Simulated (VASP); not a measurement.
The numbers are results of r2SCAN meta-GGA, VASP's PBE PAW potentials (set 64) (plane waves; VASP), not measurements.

A VASP calculation is set up with these files.

**INCAR**
```
ALGO  =  Normal
EDIFF  =  1E-7
ENCUT  =  600
ISIF  =  2
ISMEAR  =  0
LASPH  =  .True.
LCHARG  =  .False.
LMAXMIX  =  6
LMIXTAU  =  .True.
LREAL  =  .False.
LWAVE  =  .False.
METAGGA  =  R2SCAN
NELM  =  100
PREC  =  Accurate
SIGMA  =  0.05
SYSTEM  =  HfO2
```

POSCAR:
```
HfO2
1
    0.0000000000     2.5171020438     2.5171020438
    2.5171020438     0.0000000000     2.5171020438
    2.5171020438     2.5171020438     0.0000000000
Hf O
1 2
Direct
  0.0000000000   0.0000000000   0.0000000000
  0.2500000000   0.2500000000   0.2500000000
  0.7797961698   0.7202038302   0.7202038302
```

File KPOINTS:
```
Automatic mesh
0
Gamma
 8 8 8
0 0 0
```

POTCAR, in this order: Hf_pv O (PBE.64 set). Program: vasp_std.

Output

### OSZICAR
```
       N       E                     dE             d eps       ncg     rms          rms(c)
DAV:   1     0.694274328818E+02    0.69427E+02   -0.14475E+04  2850   0.167E+03
DAV:   2    -0.763874994057E+02   -0.14581E+03   -0.14169E+03  3698   0.349E+02
DAV:   3    -0.804813484288E+02   -0.40938E+01   -0.40906E+01  3753   0.576E+01
DAV:   4    -0.805034108263E+02   -0.22062E-01   -0.22060E-01  3578   0.459E+00
DAV:   5    -0.805036042563E+02   -0.19343E-03   -0.19343E-03  3648   0.387E-01    0.553E+01
DAV:   6    -0.679850803070E+02    0.12519E+02   -0.16439E+01  3396   0.326E+01    0.421E+01
DAV:   7    -0.695403951995E+02   -0.15553E+01   -0.26557E+00  3403   0.144E+01    0.249E+01
DAV:   8    -0.663765918891E+02    0.31638E+01   -0.18556E+00  2850   0.163E+01    0.368E+00
DAV:   9    -0.682358705703E+02   -0.18593E+01   -0.82292E-01  2850   0.110E+01    0.572E+00
DAV:  10    -0.685159634020E+02   -0.28009E+00   -0.82259E-01  3459   0.808E+00    0.272E+00
DAV:  11    -0.684201551432E+02    0.95808E-01   -0.40355E-02  3347   0.190E+00    0.126E+00
DAV:  12    -0.684145229711E+02    0.56322E-02   -0.11017E-02  3643   0.101E+00    0.786E-01
DAV:  13    -0.684231824100E+02   -0.86594E-02   -0.59370E-03  3214   0.692E-01    0.410E-01
DAV:  14    -0.684224870154E+02    0.69539E-03   -0.10221E-03  3550   0.278E-01    0.318E-01
DAV:  15    -0.684233536026E+02   -0.86659E-03   -0.11010E-03  3529   0.276E-01    0.367E-02
DAV:  16    -0.684233453588E+02    0.82438E-05   -0.29307E-05  3466   0.494E-02    0.116E-02
DAV:  17    -0.684233530952E+02   -0.77364E-05   -0.45869E-06  3368   0.218E-02    0.614E-03
DAV:  18    -0.684233539029E+02   -0.80774E-06   -0.74686E-07  3088   0.113E-02    0.161E-03
DAV:  19    -0.684233537443E+02    0.15860E-06   -0.98887E-08  2531   0.396E-03    0.671E-04
DAV:  20    -0.684233539275E+02   -0.18324E-06   -0.27796E-08  1866   0.215E-03    0.622E-04
DAV:  21    -0.684233539286E+02   -0.10909E-08   -0.44168E-08  1642   0.173E-03
   1 F= -.68423354E+02 E0= -.68423354E+02  d E =-.346175E-13
```

### OUTCAR
```
------------------------ aborting loop because EDIFF is reached ----------------------------------------
  FORCE on cell =-STRESS in cart. coord.  units (eV):
  Direction    XX          YY          ZZ          XY          YZ          ZX
  --------------------------------------------------------------------------------------
  Total        0.6552307      0.1745172      0.1745172      0.0000000     -1.1556188      0.0000000
  in kB       32.9133687      8.7662999      8.7662999      0.0000000    -58.0487312      0.0000000
  external PRESSURE =      16.8153228 kB  Pullay stress =       0.0000000 kB
  volume of cell :       31.90
      direct lattice vectors                 reciprocal lattice vectors
     0.000000000  2.517102044  2.517102044    -0.198641132  0.198641132  0.198641132
     2.517102044  0.000000000  2.517102044     0.198641132 -0.198641132  0.198641132
     2.517102044  2.517102044  0.000000000     0.198641132  0.198641132 -0.198641132
 POSITION                                       TOTAL-FORCE (eV/Angst)
 -----------------------------------------------------------------------------------
      0.00000      0.00000      0.00000        -0.449302      0.000000      0.000000
      1.25855      1.25855      1.25855        -1.397200      0.000000      0.000000
      3.62565      3.77565      3.77565         1.846502      0.000000      0.000000
 -----------------------------------------------------------------------------------
    total drift:                               -0.001241      0.000004      0.000005
  FREE ENERGIE OF THE ION-ELECTRON SYSTEM (eV)
  ---------------------------------------------------
  free  energy   TOTEN  =       -68.4233539286 eV

  energy  without entropy=      -68.4233539286  energy(sigma->0) =      -68.42335393
```
(Selected blocks of OUTCAR.)

File OUTCAR:
```
 val. band max:        4.1258136100   @ k =   0.0000   0.5000   0.5000

 cond. band min:       8.4243777528   @ k =   0.0000   0.5000   0.5000


 Fermi energy:         4.3560036100

 k-point     1 :       0.0000    0.0000    0.0000
  band No.  band energies     occupation
      1     -26.4666      2.00000
      2     -26.4512      2.00000
      3     -26.4239      2.00000
      4     -15.7978      2.00000
      5     -12.6644      2.00000
      6      -1.6426      2.00000
      7      -1.5164      2.00000
      8      -1.2753      2.00000
      9       3.3011      2.00000
     10       3.4477      2.00000
     11       3.5037      2.00000
     12       8.5529      0.00000
     13       8.6682      0.00000
     14      10.6286      0.00000
     15      14.8124      0.00000

 k-point     2 :       0.1250    0.0000    0.0000
  band No.  band energies     occupation
      1     -26.5346      2.00000
      2     -26.4633      2.00000
      3     -26.4320      2.00000
      4     -15.5990      2.00000
      5     -12.8225      2.00000
      6      -1.4855      2.00000
      7      -1.3697      2.00000
      8      -0.9033      2.00000
      9       2.9145      2.00000
     10       3.1968      2.00000
     11       3.2354      2.00000
     12       8.7725      0.00000
     13       8.9454      0.00000
     14      11.2874      0.00000
     15      14.1747      0.00000

 k-point     3 :       0.0000    0.1250    0.0000
  band No.  band energies     occupation
      1     -26.5178      2.00000
      2     -26.4743      2.00000
      3     -26.4495      2.00000
      4     -15.5559      2.00000
      5     -12.8497      2.00000
      6      -1.4357      2.00000
      7      -1.1229      2.00000
      8      -1.0750      2.00000
      9       2.9725      2.00000
     10       3.0124      2.00000
     11       3.1945      2.00000
     12       8.9125      0.00000
     13       8.9171      0.00000
     14      11.1285      0.00000
     15      14.5216      0.00000
...
```

Unless said otherwise, spin-orbit coupling is left out, though it shifts the bands of the heavy elements here.

The compound is HfO2 in the fluorite structure, the high-temperature cubic form, which is unstable at 0 K; the monoclinic form is the stable one. This cell was strained or had an atom moved on purpose.
